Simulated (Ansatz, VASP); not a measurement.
## B12Ru: VASP beside Ansatz

```
B Ru
1.0
     0.00000    3.63819    3.63819
     3.63819    0.00000    3.63819
     3.63819    3.63819    0.00000
B Ru
12 1
Direct
  0.50000 0.50000 0.83629
  0.16371 0.50000 0.83629
  0.50000 0.16371 0.83629
  0.16371 0.83629 0.50000
  0.50000 0.83629 0.50000
  0.50000 0.83629 0.16371
  0.83629 0.16371 0.50000
  0.83629 0.50000 0.16371
  0.83629 0.50000 0.50000
  0.50000 0.50000 0.16371
  0.50000 0.16371 0.50000
  0.16371 0.50000 0.50000
  0.00000 0.00000 0.00000
```

Change from the starting cell: species swapped into the YbB12 type (Fm-3m, No. 225).

Alike in both runs: task relaxation of cell and atoms; functional PBE; k mesh 4 × 4 × 4; occupations gaussian, width 0.1 eV; no spin polarisation.

```csv
,VASP,Ansatz
version,VASP 6.6.1,Ansatz 0.2.0
potentials or method,"VASP PAW PBE potentials, release 64 (B, Ru_pv)","scalar-relativistic, plane waves, PAW"
plane-wave cutoff (eV),600,420
valence electrons in the cell,50,52
```

VASP gave:

* gap on the k mesh at the Fermi level, each at its own relaxed structure (eV): none
* relaxed volume (Å³/atom): 7.73
* relaxed cell length with the largest relative difference (Å): 5.220
* energy change over the relaxation (meV/atom): -26

Question: What did Ansatz give for the same quantities?

Answer: gap on the k mesh at the Fermi level, each at its own relaxed structure (eV): none; relaxed volume (Å³/atom): 7.74; relaxed cell length with the largest relative difference (Å): 5.221; energy change over the relaxation (meV/atom): -26.

A gap of «none» marks a metal or a gap that the smearing closes. The two sets of potentials don't hold the same shells in valence.

Caveats: the k mesh is coarse (spacing up to 0.37 Å⁻¹), so the values aren't converged.
